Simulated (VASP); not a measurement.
Method: vdW-DF-cx, VASP's PBE PAW potentials (set 64) (plane waves; VASP).

The input files of a VASP run:

### KPOINTS
```
Automatic mesh
0
G
 12 12 7
```

### INCAR
```
# general
SYSTEM    =  Hf
PREC      =  Accurate
ENCUT     =  520   # plane-wave cut-off (eV)
LREAL     =  F   # projection in real space or not
LASPH     =  T   # aspherical one-centre terms

# electronic loop
EDIFF     =  1E-6   # SCF stop (eV)
NELM      =  100   # most electronic steps
ALGO      =  Normal
LMAXMIX   =  6

# smearing
ISMEAR    =  1   # Methfessel-Paxton
SIGMA     =  0.1

# functional
GGA       =  CX
LUSE_VDW  =  T
AGGAC     =  0.0

# ions
IBRION    =  2
NSW       =  60   # most ionic steps
ISIF      =  3
EDIFFG    =  -0.01   # ionic stop

# output
LWAVE     =  F
LCHARG    =  F
```

File POSCAR:
```
Hf
1
    1.5810965543    -2.7385395266     0.0000000000
    1.5810965543     2.7385395266    -0.0000000000
   -0.0000000000     0.0000000000     5.0014077502
Hf
2
Direct
  0.3333330000   0.6666670000   0.2500000000
  0.6666670000   0.3333330000   0.7500000000
```

POTCAR, in this order: Hf_pv (PBE.64 set). Program: vasp_std.

What VASP printed:

OSZICAR:
```
       N       E                     dE             d eps       ncg     rms          rms(c)
DAV:   1     0.533682039339E+02    0.53368E+02   -0.11770E+04  2128   0.136E+03
DAV:   2    -0.141010961273E+02   -0.67469E+02   -0.66377E+02  2644   0.270E+02
DAV:   3    -0.162577308070E+02   -0.21566E+01   -0.21276E+01  2868   0.314E+01
DAV:   4    -0.162792251726E+02   -0.21494E-01   -0.21492E-01  2440   0.380E+00
DAV:   5    -0.162795015019E+02   -0.27633E-03   -0.27631E-03  2918   0.365E-01    0.668E+01
DAV:   6    -0.157848545552E+02    0.49465E+00   -0.45801E-01  2272   0.524E+00    0.396E+01
DAV:   7    -0.156071366766E+02    0.17772E+00   -0.77951E-01  2260   0.657E+00    0.204E+00
DAV:   8    -0.155981532445E+02    0.89834E-02   -0.52611E-02  2326   0.178E+00    0.315E-01
DAV:   9    -0.155982399505E+02   -0.86706E-04   -0.10919E-03  2980   0.265E-01    0.212E-01
DAV:  10    -0.155982311778E+02    0.87727E-05   -0.59054E-05  2418   0.627E-02    0.309E-01
DAV:  11    -0.155982307300E+02    0.44780E-06   -0.71230E-06  2734   0.208E-02
   1 F= -.15598231E+02 E0= -.15598052E+02  d E =-.155982E+02
       N       E                     dE             d eps       ncg     rms          rms(c)
DAV:   1    -0.155983929660E+02   -0.16179E-03   -0.50225E-03  2224   0.617E-01    0.174E-01
DAV:   2    -0.155982695092E+02    0.12346E-03   -0.24951E-04  2410   0.132E-01    0.430E-02
DAV:   3    -0.155982301968E+02    0.39312E-04   -0.63452E-05  2518   0.610E-02    0.184E-02
DAV:   4    -0.155982235883E+02    0.66085E-05   -0.14389E-05  2602   0.297E-02    0.153E-02
DAV:   5    -0.155982227119E+02    0.87640E-06   -0.91284E-07  1584   0.663E-03
   2 F= -.15598223E+02 E0= -.15598049E+02  d E =0.801802E-05
       N       E                     dE             d eps       ncg     rms          rms(c)
DAV:   1    -0.155983059774E+02   -0.82389E-04   -0.21551E-03  2176   0.404E-01    0.110E-01
DAV:   2    -0.155982538697E+02    0.52108E-04   -0.10777E-04  2344   0.864E-02    0.287E-02
DAV:   3    -0.155982376552E+02    0.16215E-04   -0.25583E-05  2440   0.388E-02    0.113E-02
DAV:   4    -0.155982348920E+02    0.27632E-05   -0.65779E-06  2572   0.201E-02    0.924E-03
DAV:   5    -0.155982350656E+02   -0.17357E-06   -0.40262E-07  1328   0.461E-03
   3 F= -.15598235E+02 E0= -.15598058E+02  d E =-.433565E-05
```

OUTCAR:
```
------------------------ aborting loop because EDIFF is reached ----------------------------------------
  FORCE on cell =-STRESS in cart. coord.  units (eV):
  Direction    XX          YY          ZZ          XY          YZ          ZX
  --------------------------------------------------------------------------------------
  Total        0.0010314      0.0010314     -0.0150813      0.0000000     -0.0000000      0.0000000
  in kB        0.0381365      0.0381365     -0.5576285      0.0000000     -0.0000000      0.0000000
  external PRESSURE =      -0.1604518 kB  Pullay stress =       0.0000000 kB
  volume of cell :       43.33
      direct lattice vectors                 reciprocal lattice vectors
     1.581450662 -2.739152859 -0.000000000     0.316165412 -0.182538188 -0.000000000
     1.581450662  2.739152859 -0.000000000     0.316165412  0.182538188 -0.000000000
     0.000000000  0.000000000  5.001531345     0.000000000 -0.000000000  0.199938765
 POSITION                                       TOTAL-FORCE (eV/Angst)
 -----------------------------------------------------------------------------------
      1.58145      0.91305      1.25038        -0.000000     -0.000000      0.000000
      1.58145     -0.91305      3.75115         0.000000      0.000000      0.000000
 -----------------------------------------------------------------------------------
    total drift:                                0.000004      0.000178     -0.000016
  FREE ENERGIE OF THE ION-ELECTRON SYSTEM (eV)
  ---------------------------------------------------
  free  energy   TOTEN  =       -15.5982350656 eV

  energy  without entropy=      -15.5977035716  energy(sigma->0) =      -15.59805790

 reached required accuracy - stopping structural energy minimisation
```
(Selected blocks of OUTCAR.)

**CONTCAR**
```
Hf
   1.00000000000000
     1.5814506619951649   -2.7391528590944363   -0.0000000000000000
     1.5814506619951649    2.7391528590944363   -0.0000000000000000
     0.0000000000000000    0.0000000000000000    5.0015313452556240
  Hf
     2
Direct
     0.3333330000000032    0.6666669999999968    0.2500000000000000
     0.6666669999999968    0.3333330000000032    0.7500000000000000
```

### OUTCAR
```
 val. band max:        5.0247697448   @ k =   0.0000   0.0000   0.4286

 cond. band min:       5.0397823940   @ k =   0.3333   0.3333   0.2857


 Fermi energy:         5.0298428890

 k-point     1 :       0.0000    0.0000    0.0000
  band No.  band energies     occupation
      1     -26.0181      2.00000
      2     -25.1908      2.00000
      3     -25.1908      2.00000
      4     -25.0499      2.00000
      5     -25.0489      2.00000
      6     -25.0489      2.00000
      7      -2.4685      2.00000
      8       1.2075      2.00000
      9       5.8178     -0.00000
     10       6.1933     -0.00000
     11       6.1933     -0.00000
     12       6.4913     -0.00000
     13       7.0518      0.00000
     14       7.0518      0.00000

 k-point     2 :       0.0833    0.0000    0.0000
  band No.  band energies     occupation
      1     -25.9981      2.00000
      2     -25.2337      2.00000
      3     -25.2052      2.00000
      4     -25.0942      2.00000
      5     -25.0591      2.00000
      6     -25.0545      2.00000
      7      -2.2501      2.00000
      8       1.4219      2.00000
      9       5.5114     -0.00000
     10       5.6769     -0.00000
     11       6.3990     -0.00000
     12       6.7877     -0.00000
     13       6.9156     -0.00000
     14       7.2470      0.00000

 k-point     3 :       0.1667    0.0000    0.0000
  band No.  band energies     occupation
      1     -25.9407      2.00000
      2     -25.3508      2.00000
      3     -25.2431      2.00000
      4     -25.2145      2.00000
      5     -25.0869      2.00000
      6     -25.0710      2.00000
      7      -1.6287      2.00000
      8       1.9905      2.00000
      9       4.7805      2.00239
     10       4.9602      1.91730
     11       6.2647     -0.00000
     12       6.9706     -0.00000
     13       7.0049     -0.00000
     14       7.0418      0.00000

 k-point     4 :       0.2500   -0.0000    0.0000
  band No.  band energies     occupation
...
```

Unless said otherwise, spin-orbit coupling is left out, though it shifts the bands of the heavy elements here.

The compound is Hf in the hcp structure. This run relaxes it. Symmetry was kept, so distortions that lower it aren't found. The start is the result of an earlier pass.
